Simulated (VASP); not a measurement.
An input for Quantum ESPRESSO's pw.x (written as the equivalent of a VASP run, and not itself run):

```
&CONTROL
  calculation = 'scf'
  pseudo_dir = './pseudo'
  outdir = './out'
  tprnfor = .true.
  tstress = .true.
/
&SYSTEM
  ibrav = 0
  nat = 5
  ntyp = 3
  ecutwfc = 102
  occupations = 'smearing'
  smearing = 'gaussian'
  degauss = 0.003675
  input_dft = 'pbe'
/
&ELECTRONS
  conv_thr = 7.3e-08
  electron_maxstep = 100
/
ATOMIC_SPECIES
  Ca 40.078 Ca.upf
  Cd 112.414 Cd.upf
  As 74.922 As.upf
CELL_PARAMETERS angstrom
     4.4507505   -0.0000000    0.0000000
    -2.2253753    3.8544628   -0.0000000
     0.0000000   -0.0000000    7.2053964
ATOMIC_POSITIONS crystal
  Ca   0.0000000  1.0000000  0.0000000
  Cd   0.3333330  0.6666670  0.6338632
  Cd   0.6666670  0.3333330  0.3661368
  As   0.3333330  0.6666670  0.2339742
  As   0.6666670  0.3333330  0.7660258
K_POINTS automatic
  5 5 3 0 0 0
```

Q: Write the VASP files for the same calculation (PBE).

A: Several could match; the one computed here: 
File POSCAR:
```
Ca(CdAs)2
1
    4.4507505095    -0.0000000000     0.0000000000
   -2.2253752548     3.8544627927    -0.0000000000
    0.0000000000    -0.0000000000     7.2053963748
Ca Cd As
1 2 2
Direct
  0.0000000000   1.0000000000   0.0000000000
  0.3333330000   0.6666670000   0.6338632393
  0.6666670000   0.3333330000   0.3661367607
  0.3333330000   0.6666670000   0.2339741644
  0.6666670000   0.3333330000   0.7660258356
```

### KPOINTS
```
Automatic mesh
0
Gamma
5 5 3
0 0 0
```

**INCAR**
```
SYSTEM=Ca(CdAs)2
PREC=Accurate; ENCUT=400; LREAL=.FALSE.
LASPH=.TRUE.
EDIFF=1E-6; NELM=100; ALGO=Normal
LMAXMIX=4
ISMEAR=0; SIGMA=0.05
GGA=PE
LWAVE=.FALSE.; LCHARG=.TRUE.
```

POTCAR, in this order: Ca_sv Cd As (PBE.64 set). Program: vasp_std.

Limits of the translation: the potentials are each code's own (VASP's PAW set, PseudoDojo norm-conserving files in pw.x), so ENCUT and ecutwfc are chosen apart and not converted; conv_thr bounds pw.x's estimated SCF error, while EDIFF bounds the energy change between steps.

The structure comes from a computed database's CaCd2As2 entry (P-3m1); how it stands against other phases isn't given here. It was relaxed first.
